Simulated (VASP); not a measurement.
All values below come from PBE GGA, VASP's PBE PAW potentials (set 64) (plane waves; VASP).

VASP input:

**KPOINTS**
```
Automatic
0
Gamma
 10 10 10
```

POSCAR:
```
TiAl3
1
   -1.9239903810     1.9239903810     4.3159262518
    1.9239903810    -1.9239903810     4.3159262518
    1.9239903810     1.9239903810    -4.3159262518
Ti Al
1 3
Direct
  0.0000000000   1.0000000000   0.0000000000
  0.5000000000   0.5000000000   0.0000000000
  0.7500000000   0.2500000000   0.5000000000
  0.2500000000   0.7500000000   0.5000000000
```

INCAR:
```
ALGO=Normal
EDIFF=1E-6
EDIFFG=-0.02
ENCUT=400
GGA=PE
IBRION=2
ISIF=3
ISMEAR=1
LASPH=T
LCHARG=F
LMAXMIX=4
LREAL=F
LWAVE=F
NELM=100
NSW=60
PREC=Accurate
SIGMA=0.1
SYSTEM=TiAl3
```

POTCAR, in this order: Ti_sv Al (PBE.64 set). Program: vasp_std.

The run wrote:

OSZICAR:
```
       N       E                     dE             d eps       ncg     rms          rms(c)
DAV:   1     0.995592514071E+02    0.99559E+02   -0.81789E+03  2872   0.114E+03
DAV:   2    -0.135456726129E+02   -0.11310E+03   -0.11175E+03  2904   0.302E+02
DAV:   3    -0.225434776453E+02   -0.89978E+01   -0.87056E+01  4856   0.733E+01
DAV:   4    -0.227154242545E+02   -0.17195E+00   -0.17133E+00  3484   0.109E+01
DAV:   5    -0.227222207956E+02   -0.67965E-02   -0.67957E-02  4676   0.203E+00    0.109E+01
DAV:   6    -0.214983374580E+02    0.12239E+01   -0.31808E+01  4334   0.445E+01    0.702E+00
DAV:   7    -0.207371546958E+02    0.76118E+00   -0.11054E+01  3692   0.254E+01    0.293E+00
DAV:   8    -0.207068701412E+02    0.30285E-01   -0.15747E+00  3772   0.108E+01    0.172E+00
DAV:   9    -0.206574106714E+02    0.49459E-01   -0.45372E-01  3868   0.549E+00    0.189E-01
DAV:  10    -0.206590036785E+02   -0.15930E-02   -0.10179E-02  3874   0.875E-01    0.258E-01
DAV:  11    -0.206575213203E+02    0.14824E-02   -0.10278E-02  4068   0.753E-01    0.280E-02
DAV:  12    -0.206575353139E+02   -0.13994E-04   -0.14415E-04  3488   0.105E-01    0.200E-02
DAV:  13    -0.206575342351E+02    0.10788E-05   -0.26135E-06  3586   0.174E-02    0.145E-02
DAV:  14    -0.206575325548E+02    0.16802E-05   -0.10319E-05  3722   0.251E-02    0.279E-03
DAV:  15    -0.206575324741E+02    0.80770E-07   -0.33636E-07  1748   0.555E-03
   1 F= -.20657532E+02 E0= -.20657336E+02  d E =-.206575E+02
       N       E                     dE             d eps       ncg     rms          rms(c)
DAV:   1    -0.206694675775E+02   -0.11935E-01   -0.22389E-01  4310   0.635E+00    0.945E-01
DAV:   2    -0.206653908105E+02    0.40768E-02   -0.22999E-01  4252   0.416E+00    0.544E-01
DAV:   3    -0.206578232943E+02    0.75675E-02   -0.64242E-02  3904   0.192E+00    0.122E-01
DAV:   4    -0.206577443207E+02    0.78974E-04   -0.21894E-03  3858   0.431E-01    0.400E-02
DAV:   5    -0.206578523383E+02   -0.10802E-03   -0.22078E-04  4402   0.103E-01    0.353E-02
DAV:   6    -0.206579091982E+02   -0.56860E-04   -0.15427E-04  4470   0.765E-02    0.418E-03
DAV:   7    -0.206579107124E+02   -0.15142E-05   -0.10849E-05  3268   0.252E-02    0.310E-03
DAV:   8    -0.206579107061E+02    0.63706E-08   -0.68064E-07  2056   0.768E-03
   2 F= -.20657911E+02 E0= -.20657742E+02  d E =-.378232E-03
       N       E                     dE             d eps       ncg     rms          rms(c)
DAV:   1    -0.206590044892E+02   -0.10938E-02   -0.19429E-02  4318   0.187E+00    0.282E-01
DAV:   2    -0.206586916386E+02    0.31285E-03   -0.21156E-02  4246   0.126E+00    0.164E-01
DAV:   3    -0.206579869568E+02    0.70468E-03   -0.56521E-03  3946   0.572E-01    0.333E-02
DAV:   4    -0.206579808019E+02    0.61549E-05   -0.16481E-04  3866   0.115E-01    0.107E-02
DAV:   5    -0.206579885783E+02   -0.77763E-05   -0.19798E-05  4432   0.311E-02    0.110E-02
DAV:   6    -0.206579911050E+02   -0.25267E-05   -0.14527E-05  4416   0.254E-02    0.121E-03
DAV:   7    -0.206579911162E+02   -0.11215E-07   -0.86778E-07  2032   0.790E-03
   3 F= -.20657991E+02 E0= -.20657814E+02  d E =-.458642E-03
```

**OUTCAR**
```
------------------------ aborting loop because EDIFF is reached ----------------------------------------
  FORCE on cell =-STRESS in cart. coord.  units (eV):
  Direction    XX          YY          ZZ          XY          YZ          ZX
  --------------------------------------------------------------------------------------
  Total        0.0366374      0.0366374     -0.0277002      0.0000000      0.0000000      0.0000000
  in kB        0.9227319      0.9227319     -0.6976443      0.0000000      0.0000000      0.0000000
  external PRESSURE =       0.3826065 kB  Pullay stress =       0.0000000 kB
  volume of cell :       63.62
      direct lattice vectors                 reciprocal lattice vectors
    -1.921790057  1.921790057  4.306141799     0.000000000  0.260174101  0.116113222
     1.921790057 -1.921790057  4.306141799     0.260174101  0.000000000  0.116113222
     1.921790057  1.921790057 -4.306141799     0.260174101  0.260174101  0.000000000
 POSITION                                       TOTAL-FORCE (eV/Angst)
 -----------------------------------------------------------------------------------
     -0.00000      0.00000      0.00000        -0.000000     -0.000000      0.000000
      0.00000      0.00000      4.30614        -0.000000     -0.000000      0.000000
     -0.00000      1.92179      2.15307         0.000000      0.000000     -0.000000
      1.92179     -0.00000      2.15307         0.000000     -0.000000     -0.000000
 -----------------------------------------------------------------------------------
    total drift:                               -0.000000      0.000000      0.000000
  FREE ENERGIE OF THE ION-ELECTRON SYSTEM (eV)
  ---------------------------------------------------
  free  energy   TOTEN  =       -20.6579911162 eV

  energy  without entropy=      -20.6574604812  energy(sigma->0) =      -20.65781424

 reached required accuracy - stopping structural energy minimisation
```
(Selected blocks of OUTCAR.)

**CONTCAR**
```
TiAl3
   1.00000000000000
    -1.9217900567394772    1.9217900567394772    4.3061417991170821
     1.9217900567394772   -1.9217900567394772    4.3061417991170821
     1.9217900567394772    1.9217900567394772   -4.3061417991170821
  Ti              Al
     1     3
Direct
     0.0000000000000000    0.0000000000000000    0.0000000000000000
     0.5000000000000000    0.5000000000000000    0.0000000000000000
     0.7500000000000000    0.2500000000000000    0.5000000000000000
     0.2500000000000000    0.7500000000000000    0.5000000000000000
```

### OUTCAR
```
 val. band max:        8.1522243854   @ k =  -0.1000   0.3000   0.1000

 cond. band min:       8.1872003120   @ k =  -0.3000  -0.3000   0.2000


 Fermi energy:         8.1851445161

 k-point     1 :       0.0000    0.0000    0.0000
  band No.  band energies     occupation
      1     -48.3030      2.00000
      2     -24.6216      2.00000
      3     -24.6216      2.00000
      4     -24.5448      2.00000
      5      -1.8424      2.00000
      6       5.3401      2.00000
      7       5.5792      2.00000
      8       6.8140      2.00000
      9       6.9785      2.00000
     10       6.9785      2.00000
     11       9.0109     -0.00000
     12       9.9057     -0.00000
     13       9.9057     -0.00000
     14      10.4308      0.00000

 k-point     2 :       0.1000    0.0000   -0.0000
  band No.  band energies     occupation
      1     -48.3026      2.00000
      2     -24.6241      2.00000
      3     -24.6214      2.00000
      4     -24.5446      2.00000
      5      -1.7188      2.00000
      6       4.8805      2.00000
      7       5.9962      2.00000
      8       6.5286      2.00000
      9       6.8098      2.00000
     10       7.0538      2.00000
     11       8.6418     -0.00000
     12       9.5937     -0.00000
     13      10.2479      0.00000
     14      10.3425      0.00000

 k-point     3 :       0.2000    0.0000   -0.0000
  band No.  band energies     occupation
      1     -48.3024      2.00000
      2     -24.6306      2.00000
      3     -24.6210      2.00000
      4     -24.5443      2.00000
      5      -1.3521      2.00000
      6       4.3165      2.00000
      7       5.3952      2.00000
      8       6.3034      2.00000
      9       7.0526      2.00000
     10       7.2415      2.00000
     11       8.1879      0.95409
     12       9.2309     -0.00000
     13      10.1594     -0.00000
     14      10.8556      0.00000

 k-point     4 :       0.3000    0.0000    0.0000
  band No.  band energies     occupation
...
```

The compound is TiAl3 in the sg139 structure. This run relaxes it. Symmetry was kept, so distortions that lower it aren't found. The start is the result of an earlier pass. The electron count is odd and the run is not spin-polarised, which forces a metal.
